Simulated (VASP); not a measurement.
A convergence study with VASP on Al (fcc): one setting is varied, all else stays as given below, so the limit is that of these other settings. The cell's lengths are 1 % over those of the tabulated start, so it is off equilibrium.

```
Al
1.0
    0.00000     2.04525     2.04525
    2.04525     0.00000     2.04525
    2.04525     2.04525     0.00000
Al
1
Direct
  0.00000   0.00000   0.00000
```

Level of theory: PBE GGA, VASP's PBE PAW potentials (set 64) (plane waves; VASP 6.6.1). The tightest run used: 1000 eV cut-off, 17×17×17 Γ-centred mesh, first-order Methfessel-Paxton smearing of 0.10 eV, potentials Al.

Task: The settings run are ENCUT = 150; ENCUT = 200; ENCUT = 250; ENCUT = 300; ENCUT = 350; ENCUT = 400; ENCUT = 450; ENCUT = 500; ENCUT = 550; ENCUT = 600; ENCUT = 650; ENCUT = 700; ENCUT = 750; ENCUT = 800; ENCUT = 850; ENCUT = 1000. From which on does the energy per atom stay within 0.005 eV/atom of the tightest run?

Result: From ENCUT = 300 on: it is off by 0.0036 there and by no more than 0.005 in any finer run, while ENCUT = 250 is off by 0.0081.
```json
[
 {"setting": "ENCUT = 150", "E (eV/atom)": "-3.7131", "pressure (GPa)": "-2.58", "plane waves": "76", "difference judged (eV/atom)": "0.0294"},
 {"setting": "ENCUT = 200", "E (eV/atom)": "-3.7267", "pressure (GPa)": "-2.58", "plane waves": "118", "difference judged (eV/atom)": "0.0158"},
 {"setting": "ENCUT = 250", "E (eV/atom)": "-3.7343", "pressure (GPa)": "-2.67", "plane waves": "169", "difference judged (eV/atom)": "0.0081"},
 {"setting": "ENCUT = 300", "E (eV/atom)": "-3.7389", "pressure (GPa)": "-2.73", "plane waves": "210", "difference judged (eV/atom)": "0.0036"},
 {"setting": "ENCUT = 350", "E (eV/atom)": "-3.7413", "pressure (GPa)": "-2.72", "plane waves": "268", "difference judged (eV/atom)": "0.0012"},
 {"setting": "ENCUT = 400", "E (eV/atom)": "-3.7419", "pressure (GPa)": "-2.70", "plane waves": "331", "difference judged (eV/atom)": "0.0006"},
 {"setting": "ENCUT = 450", "E (eV/atom)": "-3.7422", "pressure (GPa)": "-2.68", "plane waves": "380", "difference judged (eV/atom)": "0.0002"},
 {"setting": "ENCUT = 500", "E (eV/atom)": "-3.7423", "pressure (GPa)": "-2.68", "plane waves": "448", "difference judged (eV/atom)": "0.0002"},
 {"setting": "ENCUT = 550", "E (eV/atom)": "-3.7423", "pressure (GPa)": "-2.68", "plane waves": "531", "difference judged (eV/atom)": "0.0002"},
 {"setting": "ENCUT = 600", "E (eV/atom)": "-3.7424", "pressure (GPa)": "-2.68", "plane waves": "584", "difference judged (eV/atom)": "0.0001"},
 {"setting": "ENCUT = 650", "E (eV/atom)": "-3.7424", "pressure (GPa)": "-2.68", "plane waves": "654", "difference judged (eV/atom)": "0.0001"},
 {"setting": "ENCUT = 700", "E (eV/atom)": "-3.7424", "pressure (GPa)": "-2.68", "plane waves": "736", "difference judged (eV/atom)": "0.0001"},
 {"setting": "ENCUT = 750", "E (eV/atom)": "-3.7424", "pressure (GPa)": "-2.68", "plane waves": "821", "difference judged (eV/atom)": "0.0000"},
 {"setting": "ENCUT = 800", "E (eV/atom)": "-3.7424", "pressure (GPa)": "-2.68", "plane waves": "901", "difference judged (eV/atom)": "0.0000"},
 {"setting": "ENCUT = 850", "E (eV/atom)": "-3.7425", "pressure (GPa)": "-2.68", "plane waves": "977", "difference judged (eV/atom)": "0.0000"},
 {"setting": "ENCUT = 1000", "E (eV/atom)": "-3.7425", "pressure (GPa)": "-2.68", "plane waves": "1247", "difference judged (eV/atom)": "0.0000"}
]
```

Left out are rungs that failed or repeat a setting and relaxations that didn't move; long series are thinned to 24 rows.

The compound is Al in the fcc structure. The cell was not relaxed at this level.
